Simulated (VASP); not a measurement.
Output of a VASP run:

**OUTCAR**
```
 ion  position               nearest neighbor table
   1  0.000  0.000  0.000-   2 3.19   2 3.19   2 3.19   2 3.19   2 3.19   2 3.19
   2  0.500  0.500  0.500-   1 3.19   1 3.19   1 3.19   1 3.19   1 3.19   1 3.19
  LATTYP: Found a face centered cubic cell.
 ALAT       =     6.3862407424
 Subroutine PRICEL returns:
 Original cell was already a primitive cell.
 Subroutine GETGRP returns: Found 48 space group operations
The static configuration has the point symmetry O_h .
The dynamic configuration has the point symmetry O_h .
 Subroutine INISYM returns: Found 48 space group operations
 Subroutine IBZKPT returns following result:
 Found     20 irreducible k-points:

 Following reciprocal coordinates:
            Coordinates               Weight
  0.000000  0.000000  0.000000      1.000000
  0.142857  0.000000  0.000000      8.000000
  0.285714  0.000000  0.000000      8.000000
  0.428571  0.000000  0.000000      8.000000
  0.142857  0.142857  0.000000      6.000000
  0.285714  0.142857  0.000000     24.000000
  0.428571  0.142857  0.000000     24.000000
 -0.428571  0.142857  0.000000     24.000000
 -0.285714  0.142857  0.000000     24.000000
 -0.142857  0.142857  0.000000     12.000000
  0.285714  0.285714  0.000000      6.000000
  0.428571  0.285714  0.000000     24.000000
 -0.428571  0.285714  0.000000     24.000000
 -0.285714  0.285714  0.000000     12.000000
  0.428571  0.428571  0.000000      6.000000
 -0.428571  0.428571  0.000000     12.000000
  0.428571  0.285714  0.142857     24.000000
 -0.428571  0.285714  0.142857     48.000000
 -0.428571  0.428571  0.142857     24.000000
 -0.285714  0.428571  0.142857     24.000000
   k-points           NKPTS =     20   k-points in BZ     NKDIM =     20   number of bands    NBANDS=     12
   number of dos      NEDOS =    301   number of ions     NIONS =      2
   total plane-waves  NPLWV =  46656
   dimension x,y,z NGX =    36 NGY =   36 NGZ =   36
   dimension x,y,z NGXF=    72 NGYF=   72 NGZF=   72
   ions per type =               1   1
   PREC   = accura    normal or accurate (medium, high low for compatibility)
   ISTART =      0    job   : 0-new  1-cont  2-samecut
   ICHARG =      2    charge: 1-file 2-atom 10-const
   ISPIN  =      1    spin polarized calculation?
   LNONCOLLINEAR =      F non collinear calculations
   LSORBIT =      F    spin-orbit coupling
   INIWAV =      1    electr: 0-lowe 1-rand  2-diag
   ENCUT  =  520.0 eV  38.22 Ry    6.18 a.u.   8.40  8.40  8.40*2*pi/ulx,y,z
   NELM   =    100;   NELMIN=  2; NELMDL= -5     # of ELM steps
   EDIFF  = 0.1E-06   stopping-criterion for ELM
   LREAL  =      F    real-space projection
   NLSPLINE    = F    spline interpolate recip. space projectors
   LMAXMIX     =    2 max onsite mixed and CHGCAR
   VOSKOWN=      0    Vosko Wilk Nusair interpolation
   EDIFFG = 0.1E-05   stopping-criterion for IOM
   NSW    =      0    number of steps for IOM
   NBLOCK =      1;   KBLOCK =      1    inner block; outer block
   IBRION =     -1    ionic relax: 0-MD 1-quasi-New 2-CG
   NFREE  =      0    steps in history (QN), initial steepest desc. (CG)
   ISIF   =      2    stress and relaxation
   ISYM   =      2    0-nonsym 1-usesym 2-fastsym
   TEIN   =    0.0    initial temperature
   TEBEG  =    0.0;   TEEND  =   0.0 temperature during run
   SMASS  =  -3.00    Nose mass-parameter (am)
   PSTRESS=    0.0 pullay stress
   NELECT =      16.0000    total number of electrons
   EFERMI =   0.00;   METHOD = LEGACY
   ISMEAR =     0;   SIGMA  =   0.05  broadening in eV -4-tet -1-fermi 0-gaus
   IALGO  =     38    algorithm
   LDIAG  =      T    sub-space diagonalisation (order eigenvalues)
   IMIX   =      4    mixing-type and parameters
     AMIX     =   0.40;   BMIX     =  1.00
     AMIX_MAG =   1.60;   BMIX_MAG =  1.00
     AMIN     =   0.10
   METAGGA = SCAN    functional components
   VOSKOWN =     0    Vosko Wilk Nusair interpolation
   LHFCALC =     F    Hartree Fock is set to
   LHFONE  =     F    Hartree Fock one center treatment
...
```

**OSZICAR**
```
       N       E                     dE             d eps       ncg     rms          rms(c)
DAV:   1     0.896113026980E+02    0.89611E+02   -0.71515E+03   480   0.120E+03
DAV:   2    -0.184106814456E+02   -0.10802E+03   -0.10025E+03   644   0.287E+02
DAV:   3    -0.245909604171E+02   -0.61803E+01   -0.61502E+01   616   0.612E+01
DAV:   4    -0.248073910479E+02   -0.21643E+00   -0.21597E+00   868   0.108E+01
DAV:   5    -0.248084641053E+02   -0.10731E-02   -0.10730E-02   632   0.792E-01    0.295E+00
DAV:   6    -0.208904440198E+02    0.39180E+01   -0.15998E+00   584   0.129E+01    0.268E+00
DAV:   7    -0.203558760696E+02    0.53457E+00   -0.32584E-01   832   0.748E+00    0.915E-01
DAV:   8    -0.214661804218E+02   -0.11103E+01   -0.39633E-01   504   0.535E+00    0.104E+00
DAV:   9    -0.204985767041E+02    0.96760E+00   -0.18352E-01   484   0.483E+00    0.721E-01
DAV:  10    -0.206264903843E+02   -0.12791E+00   -0.19300E-01   480   0.502E+00    0.396E-01
DAV:  11    -0.206485069842E+02   -0.22017E-01   -0.21545E-02   512   0.211E+00    0.233E-01
DAV:  12    -0.206409811453E+02    0.75258E-02   -0.11469E-02   500   0.151E+00    0.291E-01
DAV:  13    -0.206418693972E+02   -0.88825E-03   -0.83629E-03   504   0.141E+00    0.122E-01
DAV:  14    -0.206682332005E+02   -0.26364E-01   -0.92287E-03   496   0.139E+00    0.262E-02
DAV:  15    -0.206700706929E+02   -0.18375E-02   -0.22044E-03   528   0.702E-01    0.319E-02
DAV:  16    -0.206700603810E+02    0.10312E-04   -0.39733E-04   596   0.293E-01    0.225E-02
DAV:  17    -0.206702203698E+02   -0.15999E-03   -0.12090E-04   588   0.170E-01    0.744E-03
DAV:  18    -0.206702258869E+02   -0.55170E-05   -0.31044E-05   556   0.927E-02    0.702E-03
DAV:  19    -0.206702393425E+02   -0.13456E-04   -0.19397E-05   560   0.686E-02    0.187E-03
DAV:  20    -0.206702410647E+02   -0.17221E-05   -0.17726E-06   632   0.202E-02    0.131E-03
DAV:  21    -0.206702408946E+02    0.17005E-06   -0.14378E-07   484   0.501E-03    0.731E-04
DAV:  22    -0.206702405511E+02    0.34349E-06   -0.10127E-07   424   0.481E-03    0.399E-04
DAV:  23    -0.206702400324E+02    0.51873E-06   -0.19671E-07   528   0.782E-03    0.451E-04
DAV:  24    -0.206702402182E+02   -0.18576E-06   -0.40629E-08   404   0.258E-03    0.460E-04
DAV:  25    -0.206702401792E+02    0.39015E-07   -0.14377E-08   400   0.206E-03
   1 F= -.20670240E+02 E0= -.20670240E+02  d E =-.232266E-16
```

**OUTCAR**
```
------------------------ aborting loop because EDIFF is reached ----------------------------------------
  FORCE on cell =-STRESS in cart. coord.  units (eV):
  Direction    XX          YY          ZZ          XY          YZ          ZX
  --------------------------------------------------------------------------------------
  Total       -0.4273305     -0.4273305     -0.4273305     -0.0000000     -0.0000000      0.0000000
  in kB      -10.5147423    -10.5147423    -10.5147423     -0.0000000     -0.0000000      0.0000000
  external PRESSURE =     -10.5147423 kB  Pullay stress =       0.0000000 kB
  volume of cell :       65.11
      direct lattice vectors                 reciprocal lattice vectors
     0.000000000  3.193120371  3.193120371    -0.156586643  0.156586643  0.156586643
     3.193120371  0.000000000  3.193120371     0.156586643 -0.156586643  0.156586643
     3.193120371  3.193120371  0.000000000     0.156586643  0.156586643 -0.156586643
  FREE ENERGIE OF THE ION-ELECTRON SYSTEM (eV)
  ---------------------------------------------------
  free  energy   TOTEN  =       -20.6702401792 eV

  energy  without entropy=      -20.6702401792  energy(sigma->0) =      -20.67024018
```
(Selected blocks of OUTCAR.)

### POSCAR
```
KCl
1
    0.0000000000     3.1931203712     3.1931203712
    3.1931203712     0.0000000000     3.1931203712
    3.1931203712     3.1931203712     0.0000000000
K Cl
1 1
Direct
  0.0000000000   0.0000000000   0.0000000000
  0.5000000000   0.5000000000   0.5000000000
```

Q: Write an INCAR and KPOINTS that could have produced this output.

A: Several could match; the one computed here: the input of the run itself, SCAN meta-GGA, plane waves, VASP's PBE PAW potentials (set 64).

**INCAR**
```
SYSTEM = KCl
PREC = Accurate
ENCUT = 520
EDIFF = 1E-7
NELM = 100
ALGO = Normal
LREAL = .FALSE.
LASPH = .TRUE.
ISMEAR = 0
SIGMA = 0.05
METAGGA = SCAN
LMIXTAU = .TRUE.
LWAVE = .FALSE.
LCHARG = .FALSE.
ISIF = 2
```

**KPOINTS**
```
Automatic mesh
0
Gamma
7 7 7
0 0 0
```

POTCAR, in this order: K_sv Cl (PBE.64 set). Program: vasp_std.

The compound is KCl in the rock salt structure. This cell is one point of a volume scan, at 1.06 of the reference volume.
